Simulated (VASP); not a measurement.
Here is the system:

```yaml
crystal:
  lattice:
    - [3.13511, 0.00000, 0.00000]
    - [0.00000, 3.09791, 2.70627]
    - [0.00000, -3.09791, 2.70627]
  atoms:
    - { symbol: Cr, position: [0.00000, 0.86083, 0.86083] }
    - { symbol: O, position: [0.50000, 0.00436, 0.00436] }
    - { symbol: O, position: [0.00000, 0.48136, 0.88773] }
    - { symbol: O, position: [0.00000, 0.88773, 0.48136] }
```

Level of theory: LDA (Ceperley-Alder, Perdew-Zunger) with spin-orbit coupling, VASP's LDA PAW potentials (set 64) (plane waves; VASP). Settings: 520 eV cut-off, 6×5×5 Γ-centred mesh, Gaussian smearing of 0.050 eV, potentials Cr_pv O.

The path is coarsely sampled, so an indirect gap can come out somewhat too large.

Predict the energy per atom (σ→0), band gap (over mesh and band path) with the smallest direct gap where there is one.

```json
{
  "band gap (over mesh and band path)": "1.02 eV",
  "smallest direct gap (over mesh and band path)": "1.89 eV",
  "energy per atom (σ→0)": "-8.375 eV/atom"
}
```

The structure comes from a computed database's CrO3 entry (Amm2); how it stands against other phases isn't given here. It was relaxed first, which changed the volume by -18 %.
